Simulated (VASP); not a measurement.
Method: LDA (Ceperley-Alder, Perdew-Zunger) with spin-orbit coupling, VASP's LDA PAW potentials (set 64) (plane waves; VASP).

The input files of a VASP run:

### KPOINTS_OPT
```
k-points along high-symmetry lines
8
Line-mode
Reciprocal
  0.000000   0.000000   0.000000 ! GAMMA
  0.500000   0.000000   0.500000 ! X

  0.500000   0.000000   0.500000 ! X
  0.625000   0.250000   0.625000 ! U

  0.375000   0.375000   0.750000 ! K
  0.000000   0.000000   0.000000 ! GAMMA

  0.000000   0.000000   0.000000 ! GAMMA
  0.500000   0.500000   0.500000 ! L

  0.500000   0.500000   0.500000 ! L
  0.500000   0.250000   0.750000 ! W

  0.500000   0.250000   0.750000 ! W
  0.500000   0.000000   0.500000 ! X
```

### POSCAR
```
ZrC
1.0
  0.0000000000   2.3228405768   2.3228405768
  2.3228405768   0.0000000000   2.3228405768
  2.3228405768   2.3228405768   0.0000000000
Zr C
1 1
Direct
  0.0000000000   0.0000000000   0.0000000000
  0.5000000000   0.5000000000   0.5000000000
```

### KPOINTS
```
Automatic mesh
0
Gamma
12 12 12
0 0 0
```

**INCAR**
```
SYSTEM = ZrC
PREC = Accurate
ENCUT = 520
EDIFF = 1E-6
NELM = 100
ALGO = Normal
LREAL = .FALSE.
LASPH = .TRUE.
ISMEAR = 0
SIGMA = 0.05
LMAXMIX = 4
LWAVE = .FALSE.
LCHARG = .FALSE.
LSORBIT = .TRUE.
MAGMOM = 0 0 0 0 0 0
GGA_COMPAT = .FALSE.
```

POTCAR, in this order: Zr_sv C (LDA.64 set). Program: vasp_ncl.

The resulting files:

**OUTCAR**
```
 ion  position               nearest neighbor table
   1  0.000  0.000  0.000-   2 2.32   2 2.32   2 2.32   2 2.32   2 2.32   2 2.32
   2  0.500  0.500  0.500-   1 2.32   1 2.32   1 2.32   1 2.32   1 2.32   1 2.32
  LATTYP: Found a face centered cubic cell.
 ALAT       =     4.6456811536
 Subroutine PRICEL returns:
 Original cell was already a primitive cell.
 Subroutine GETGRP returns: Found 48 space group operations
The static configuration has the point symmetry O_h .
The dynamic configuration has the point symmetry O_h .
The overall configuration has the point symmetry O_h .
 Subroutine INISYM returns: Found 48 space group operations
 Subroutine IBZKPT returns following result:
 Found     72 irreducible k-points:

 Following reciprocal coordinates:
            Coordinates               Weight
  0.000000  0.000000  0.000000      1.000000
  0.083333  0.000000  0.000000      8.000000
  0.166667  0.000000  0.000000      8.000000
  0.250000  0.000000  0.000000      8.000000
  0.333333  0.000000  0.000000      8.000000
  0.416667  0.000000  0.000000      8.000000
  0.500000  0.000000  0.000000      4.000000
  0.083333  0.083333  0.000000      6.000000
...
```

### OSZICAR
```
       N       E                     dE             d eps       ncg     rms          rms(c)
DAV:   1     0.125147847837E+03    0.12515E+03   -0.85483E+03  3456   0.135E+03
DAV:   2    -0.156056373678E+02   -0.14075E+03   -0.13348E+03  4200   0.374E+02
DAV:   3    -0.245356933455E+02   -0.89301E+01   -0.88159E+01  6248   0.776E+01
DAV:   4    -0.247777321290E+02   -0.24204E+00   -0.24185E+00  4032   0.116E+01
DAV:   5    -0.247851890225E+02   -0.74569E-02   -0.74564E-02  5480   0.157E+00    0.229E+01
DAV:   6    -0.214856998753E+02    0.32995E+01   -0.15841E+01  3880   0.285E+01    0.880E+00
DAV:   7    -0.213713203575E+02    0.11438E+00   -0.11099E+00  4784   0.760E+00    0.659E+00
DAV:   8    -0.213553088668E+02    0.16011E-01   -0.16192E-01  3760   0.314E+00    0.816E-01
DAV:   9    -0.213494794329E+02    0.58294E-02   -0.31894E-02  4744   0.988E-01    0.359E-01
DAV:  10    -0.213494834114E+02   -0.39785E-05   -0.19988E-03  3952   0.478E-01    0.210E-01
DAV:  11    -0.213494772991E+02    0.61123E-05   -0.19352E-04  4872   0.135E-01    0.555E-02
DAV:  12    -0.213494747806E+02    0.25185E-05   -0.10644E-05  3872   0.358E-02    0.919E-03
DAV:  13    -0.213494738877E+02    0.89292E-06   -0.12486E-06  3208   0.122E-02
   1 F= -.21349474E+02 E0= -.21349046E+02  d E =-.855106E-03  mag=    -0.0000     0.0000    -0.0000
       N       E                     dE             ncg
```

**OUTCAR**
```
------------------------ aborting loop because EDIFF is reached ----------------------------------------
  FORCE on cell =-STRESS in cart. coord.  units (eV):
  Direction    XX          YY          ZZ          XY          YZ          ZX
  --------------------------------------------------------------------------------------
  Total        0.0009136      0.0009136      0.0009136      0.0000000      0.0000000      0.0000000
  in kB        0.0583982      0.0583982      0.0583982      0.0000000      0.0000000      0.0000000
  external PRESSURE =       0.0583982 kB  Pullay stress =       0.0000000 kB
  volume of cell :       25.07
      direct lattice vectors                 reciprocal lattice vectors
     0.000000000  2.322840577  2.322840577    -0.215253688  0.215253688  0.215253688
     2.322840577  0.000000000  2.322840577     0.215253688 -0.215253688  0.215253688
     2.322840577  2.322840577  0.000000000     0.215253688  0.215253688 -0.215253688
 POSITION                                       TOTAL-FORCE (eV/Angst)
 -----------------------------------------------------------------------------------
      0.00000      0.00000      0.00000        -0.000000     -0.000000      0.000000
      2.32284      2.32284      2.32284         0.000000      0.000000     -0.000000
 -----------------------------------------------------------------------------------
    total drift:                                0.000000     -0.000000     -0.000000
  FREE ENERGIE OF THE ION-ELECTRON SYSTEM (eV)
  ---------------------------------------------------
  free  energy   TOTEN  =       -21.3494738877 eV

  energy  without entropy=      -21.3486187816  energy(sigma->0) =      -21.34904633

 Ion:    1  E_soc:     -0.1456994

 Ion:    2  E_soc:     -0.0001221
```
(Selected blocks of OUTCAR.)

The compound is ZrC in the rock salt structure. It was relaxed first.
